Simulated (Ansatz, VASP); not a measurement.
**Ru (Ruthenium): VASP beside Ansatz**

Wanted: the spread between two codes on one cell, functional and k mesh. The cell is taken from a series of runs on this material, whose earlier steps may have relaxed, scaled, displaced or heated it; both programs get it as it stands.

Calculated with Ansatz 0.2.0; plane waves, with VASP 6.6.1 beside it; zone-centre phonons at PBEsol.

### 1. Set-up

It takes space group P6_3/mmc (No. 194, hexagonal). The conventional cell has a = 2.697 Å, b = 2.697 Å, c = 4.207 Å, α = 90.00°, β = 90.00°, γ = 120.00°. Ru has 12 Ru at 2.62 to 2.70 Å nearest.

Coordinates:

```xyz
2
Lattice="2.6970 0.0000 0.0000 -1.3485 2.3357 0.0000 0.0000 0.0000 4.2068" Properties=species:S:1:pos:R:3 pbc="T T T"
Ru    0.0000    1.5571    1.0517
Ru    1.3485    0.7786    3.1551
```

### 2. VASP: zone-centre phonons, PBEsol

Second derivatives magnify differences that forces hide, and they need a tight electronic threshold.

Lines of VASP's logs that name or quote its potential files are left out, and so is its time.

Input file INCAR:

```
SYSTEM = Ru
PREC = Accurate
ENCUT = 500
EDIFF = 1E-08
NELM = 120
ISMEAR = 1
SIGMA = 0.2
LREAL = .FALSE.
ALGO = Normal
GGA = PS
NBANDS = 20
LASPH = .TRUE.
LORBIT = 11
LWAVE = .FALSE.
LCHARG = .FALSE.
ISIF = 2
IBRION = 8
GGA_COMPAT = .FALSE.
KPAR = 2
```

Input file POSCAR:

```
Ru
1.0
    2.6970479501      0.0000000000      0.0000000000
   -1.3485239750      2.3357120400      0.0000000000
    0.0000000000      0.0000000000      4.2068028532
Ru
2
Direct
    0.3333333391      0.6666666725      0.2500000000
    0.6666666725      0.3333333391      0.7500000000
```

Input file KPOINTS:

```
Automatic mesh
0
Gamma
18 18 12
0 0 0
```

Potentials, in the order of the species: Ru_pv (PBE family, release 64).

On the command line:

```bash
> mpirun -np 2 vasp_std
```

Numbers of over 12 decimals in the logs are rounded to 6 here.

The log of the run:

```text
[banner, memory and clock lines left out]
running    2 mpi-ranks, on    1 nodes
 distrk:  each k-point on    1 cores,    2 groups
 distr:  one band on    1 cores,    1 groups

 POSCAR found type information on POSCAR Ru
 POSCAR found :  1 types and       2 ions
|                                                                             |
|               ----> ADVICE to this user running VASP <----                  |
|                                                                             |
|     You enforced a specific xc type in the INCAR file but a different       |
|     [... a line on the potential file left out ...]
|     I HOPE YOU KNOW WHAT YOU ARE DOING!                                     |
|                                                                             |

 LDA part: xc-table for (Slater+PW92), standard interpolation
 POSCAR, INCAR and KPOINTS ok, starting setup
 FFT: planning ... GRIDC
 FFT: planning ... GRID_SOFT
 FFT: planning ... GRID
 WAVECAR not read
 entering main loop
       N       E                     dE             d eps       ncg     rms          rms(c)
DAV:   1     0.279261363516E+03    0.27926E+03   -0.17435E+04 10384   0.152E+03
DAV:   2    -0.161096176777E+02   -0.29537E+03   -0.28701E+03 10692   0.454E+02
DAV:   3    -0.218721896970E+02   -0.57626E+01   -0.57104E+01 11836   0.708E+01
DAV:   4    -0.219168835655E+02   -0.44694E-01   -0.44657E-01 13540   0.587E+00
DAV:   5    -0.219174768606E+02   -0.59330E-03   -0.59150E-03 11596   0.572E-01    0.204E+01
DAV:   6    -0.204372293901E+02    0.14802E+01   -0.33875E+00 12144   0.185E+01    0.542E+00
DAV:   7    -0.203471622572E+02    0.90067E-01   -0.63440E-01 11884   0.583E+00    0.101E+00
DAV:   8    -0.203389053111E+02    0.82569E-02   -0.25520E-02 11628   0.124E+00    0.431E-01
DAV:   9    -0.203372736214E+02    0.16317E-02   -0.28529E-03 11836   0.601E-01    0.482E-02
DAV:  10    -0.203372535041E+02    0.20117E-04   -0.20513E-04 11708   0.147E-01    0.260E-02
DAV:  11    -0.203372556483E+02   -0.21441E-05   -0.48184E-06 12076   0.210E-02    0.206E-03
DAV:  12    -0.203372555513E+02    0.97012E-07   -0.39002E-07 11624   0.576E-03    0.132E-03
DAV:  13    -0.203372555399E+02    0.11332E-07   -0.84199E-09  7776   0.999E-04    0.433E-04
DAV:  14    -0.203372555487E+02   -0.87894E-08   -0.69194E-10  7192   0.258E-04
   1 F= -.20337256E+02 E0= -.20337365E+02  d E =0.329599E-03
 Linear response reoptimize wavefunctions to high precision
DAV:   1    -0.203372555464E+02    0.23565E-08   -0.27523E-10  6996   0.177E-04
DAV:   2    -0.203372555464E+02   -0.54570E-11   -0.17571E-11  6860   0.411E-05
 Linear response DOF=           2
 Linear response progress:
  Degree of freedom:   1/  2
       N       E                     dE             d eps       ncg     rms          rms(c)
RMM:   1    -0.516109253327E+00   -0.51611E+00    0.29147E+00 46391   0.595E+01
RMM:   2    -0.617100535004E+00   -0.10099E+00   -0.11468E-01 63664   0.287E+00    0.150E-01
RMM:   3    -0.615667405355E+00    0.14331E-02   -0.33894E-03 73945   0.497E-01    0.679E-02
RMM:   4    -0.614293241682E+00    0.13742E-02   -0.52141E-04 74073   0.178E-01    0.257E-02
RMM:   5    -0.614089715466E+00    0.20353E-03   -0.88881E-05 88137   0.451E-02    0.102E-02
RMM:   6    -0.613989334909E+00    0.10038E-03   -0.77507E-05 78982   0.130E-02    0.586E-03
RMM:   7    -0.613982741303E+00    0.65936E-05   -0.54790E-05 78695   0.747E-03    0.727E-04
RMM:   8    -0.614002311309E+00   -0.19570E-04   -0.31163E-05 95687   0.255E-03    0.320E-04
RMM:   9    -0.614009623798E+00   -0.73125E-05   -0.17892E-05 88074   0.106E-03    0.704E-05
RMM:  10    -0.614010229743E+00   -0.60594E-06   -0.92050E-06100390   0.575E-04    0.192E-05
RMM:  11    -0.614010593994E+00   -0.36425E-06   -0.50572E-06 88906   0.356E-04    0.870E-06
RMM:  12    -0.614010583964E+00    0.10030E-07   -0.31162E-06 95116   0.257E-04    0.385E-06
RMM:  13    -0.614010518492E+00    0.65471E-07   -0.17474E-06102316   0.201E-04    0.175E-06
RMM:  14    -0.614010589786E+00   -0.71294E-07   -0.11556E-06 92109   0.175E-04    0.450E-07
RMM:  15    -0.614010583063E+00    0.67234E-08   -0.67841E-07 96918   0.156E-04    0.639E-07
RMM:  16    -0.614010607113E+00   -0.24050E-07   -0.50271E-07 96137   0.147E-04    0.203E-07
RMM:  17    -0.614010609500E+00   -0.23863E-08   -0.30453E-07 89773   0.140E-04    0.155E-07
RMM:  18    -0.614010599543E+00    0.99569E-08   -0.19104E-07 83473   0.136E-04    0.426E-07
RMM:  19    -0.614010611484E+00   -0.11941E-07   -0.15761E-07 85310   0.134E-04    0.129E-07
RMM:  20    -0.614010611586E+00   -0.10223E-09   -0.12242E-07 81906   0.133E-04    0.127E-07
RMM:  21    -0.614010609768E+00    0.18181E-08   -0.84455E-08 80102   0.132E-04    0.205E-07
 first order change of Fermi-energy   0.11793E-05
 force on displaced ion       1 direction 1 :  -8.361   0.001   0.000
 Linear response progress:
  Degree of freedom:   2/  2
       N       E                     dE             d eps       ncg     rms          rms(c)
RMM:   1    -0.628931477765E+00   -0.62893E+00    0.33929E+00 15987   0.602E+01
RMM:   2    -0.742123673023E+00   -0.11319E+00   -0.12878E-01 22082   0.299E+00    0.151E-01
RMM:   3    -0.741798687899E+00    0.32499E-03   -0.15392E-03 25615   0.464E-01    0.760E-02
RMM:   4    -0.741081327576E+00    0.71736E-03   -0.40654E-04 25172   0.172E-01    0.229E-02
RMM:   5    -0.740912302999E+00    0.16902E-03    0.23381E-04 29755   0.533E-02    0.139E-02
RMM:   6    -0.740824915874E+00    0.87387E-04    0.35604E-05 26572   0.152E-02    0.637E-03
RMM:   7    -0.740809215737E+00    0.15700E-04    0.95003E-06 25930   0.866E-03    0.290E-03
RMM:   8    -0.740803025678E+00    0.61901E-05    0.22251E-05 26919   0.402E-03    0.669E-04
RMM:   9    -0.740811077563E+00   -0.80519E-05    0.60557E-06 29545   0.194E-03    0.117E-04
RMM:  10    -0.740811421117E+00   -0.34355E-06    0.14145E-05 29977   0.785E-04    0.521E-05
RMM:  11    -0.740813202345E+00   -0.17812E-05    0.36362E-06 31020   0.422E-04    0.127E-05
RMM:  12    -0.740813490294E+00   -0.28795E-06    0.99123E-07 30067   0.304E-04    0.624E-06
RMM:  13    -0.740813426376E+00    0.63918E-07    0.20770E-06 31690   0.239E-04    0.159E-06
RMM:  14    -0.740813631304E+00   -0.20493E-06    0.27734E-08 33924   0.200E-04    0.106E-06
RMM:  15    -0.740813548218E+00    0.83085E-07    0.88087E-07 31752   0.178E-04    0.994E-07
RMM:  16    -0.740813662593E+00   -0.11437E-06   -0.13635E-07 31490   0.167E-04    0.643E-07
RMM:  17    -0.740813667695E+00   -0.51014E-08    0.18476E-07 31252   0.161E-04    0.107E-06
RMM:  18    -0.740813668092E+00   -0.39694E-09   -0.71104E-08 29684   0.156E-04    0.768E-07
 first order change of Fermi-energy   0.11589E-03
 force on displaced ion       1 direction 3 :  -0.000  -0.000 -15.062
 Linear response finished
```

OUTCAR, selected parts (step 2):

```text
ion  position               nearest neighbor table
   1  0.333  0.667  0.250-   2 2.62   2 2.62   2 2.62   2 2.62   2 2.62   2 2.62
   2  0.667  0.333  0.750-   1 2.62   1 2.62   1 2.62   1 2.62   1 2.62   1 2.62

  LATTYP: Found a hexagonal cell.
 ALAT       =     2.6970479501
 C/A-ratio  =     1.5597805197

 Subroutine GETGRP returns: Found 24 space group operations
 (whereof 12 operations were pure point group operations)

The static configuration has the point symmetry D_3d.
 The point group associated with its full space group is D_6h.

 Found    259 irreducible k-points:

   k-points           NKPTS =    259   k-points in BZ     NKDIM =    259   number of bands    NBANDS=     20

   dimension x,y,z NGX =    20 NGY =   20 NGZ =   32
   dimension x,y,z NGXF=    40 NGYF=   40 NGZF=   64

   ENCUT  =  500.0 eV  36.75 Ry    6.06 a.u.   4.92  4.92  7.67*2*pi/ulx,y,z

   NELECT =      28.0000    total number of electrons

 k-points in reciprocal lattice and weights: Automatic mesh
   0.00000000  0.00000000  0.00000000       0.000
   0.05555556  0.00000000  0.00000000       0.002
   0.11111111  0.00000000  0.00000000       0.002
   0.16666667  0.00000000  0.00000000       0.002
   0.22222222 -0.00000000  0.00000000       0.002
   0.27777778 -0.00000000  0.00000000       0.002
   0.33333333 -0.00000000  0.00000000       0.002
   0.38888889  0.00000000  0.00000000       0.002
   0.44444444 -0.00000000  0.00000000       0.002
[...]
0.33333333  0.27777778  0.50000000       0.003
   0.33333333  0.33333333  0.50000000       0.001

 average (electrostatic) potential at core
       1 -66.7091       2 -66.7091

  Total       -0.0131347     -0.0131347      1.0159085     -0.0000000      0.0000000      0.0000000
  in kB       -0.7940939     -0.7940939     61.4193290     -0.0000000      0.0000000      0.0000000
  external PRESSURE =      19.9437137 kB  Pullay stress =       0.0000000 kB

  energy-cutoff  :      500.00
  volume of cell :       26.50
      direct lattice vectors                 reciprocal lattice vectors
     2.697047950  0.000000000  0.000000000     0.370775759  0.214067484  0.000000000
    -1.348523975  2.335712040  0.000000000     0.000000000  0.428134968  0.000000000
     0.000000000  0.000000000  4.206802853     0.000000000  0.000000000  0.237710212

 POSITION                                       TOTAL-FORCE (eV/Angst)
 -----------------------------------------------------------------------------------
      0.00000      1.55714      1.05170         0.000000      0.000000      0.000000
      1.34852      0.77857      3.15510        -0.000000     -0.000000      0.000000
 -----------------------------------------------------------------------------------
    total drift:                               -0.000007     -0.000012      0.000000

 Eigenvectors and eigenvalues of the dynamical matrix
 ----------------------------------------------------

   1 f  =    8.534769 THz    53.625535 2PiTHz  284.689248 cm-1    35.296952 meV
             X         Y         Z           dx          dy          dz
      0.000000  1.557141  1.051701     0.000000    0.000000    0.707107
      1.348524  0.778571  3.155102     0.000000    0.000000   -0.707107

   2 f  =    6.359046 THz    39.955065 2PiTHz  212.114947 cm-1    26.298890 meV
             X         Y         Z           dx          dy          dz
      0.000000  1.557141  1.051701     0.552553    0.441232   -0.000000
      1.348524  0.778571  3.155102    -0.552553   -0.441232   -0.000000

   3 f  =    6.359046 THz    39.955065 2PiTHz  212.114947 cm-1    26.298890 meV
             X         Y         Z           dx          dy          dz
      0.000000  1.557141  1.051701     0.441232   -0.552553    0.000000
      1.348524  0.778571  3.155102    -0.441232    0.552553    0.000000

   4 f  =    0.000000 THz     0.000000 2PiTHz    0.000001 cm-1     0.000000 meV
             X         Y         Z           dx          dy          dz
      0.000000  1.557141  1.051701    -0.440029   -0.537200   -0.133382
      1.348524  0.778571  3.155102    -0.440029   -0.537200   -0.133382

   5 f/i=    0.000000 THz     0.000000 2PiTHz    0.000001 cm-1     0.000000 meV
             X         Y         Z           dx          dy          dz
      0.000000  1.557141  1.051701    -0.549967    0.405076    0.182892
      1.348524  0.778571  3.155102    -0.549967    0.405076    0.182892

   6 f/i=    0.000000 THz     0.000000 2PiTHz    0.000003 cm-1     0.000000 meV
             X         Y         Z           dx          dy          dz
      0.000000  1.557141  1.051701     0.062536   -0.217554    0.669895
      1.348524  0.778571  3.155102     0.062536   -0.217554    0.669895

 ELASTIC MODULI CONTR FROM IONIC RELAXATION (kBar)
 Direction    XX          YY          ZZ          XY          YZ          ZX
 --------------------------------------------------------------------------------
 XX         -67.6640     67.6640      0.0000     -0.0000      0.0000     -0.0000
 YY          67.6640    -67.6640      0.0000     -0.0000     -0.0000      0.0000
 ZZ           0.0000      0.0000     -0.0000      0.0000      0.0000      0.0000
 XY          -0.0000     -0.0000      0.0000    -67.6640     -0.0000      0.0000
 YZ           0.0000     -0.0000     -0.0000     -0.0000     -0.0000      0.0000
 ZX          -0.0000      0.0000      0.0000      0.0000      0.0000     -0.0000
 --------------------------------------------------------------------------------
```

[end of part 1 of 2]

[Lines on the potential files, build, host, timing and source positions are cut from VASP's logs without a mark.]

[Logs are printed without paths, hosts, clocks, repeated set-up lines and the standing remarks that a program may print on its own settings, such as how far it seeks lower states.]

[Hosts, paths, dates, database ids (printed as entryN), source tags and the programs' standing remarks are cut or masked in the printed files.]
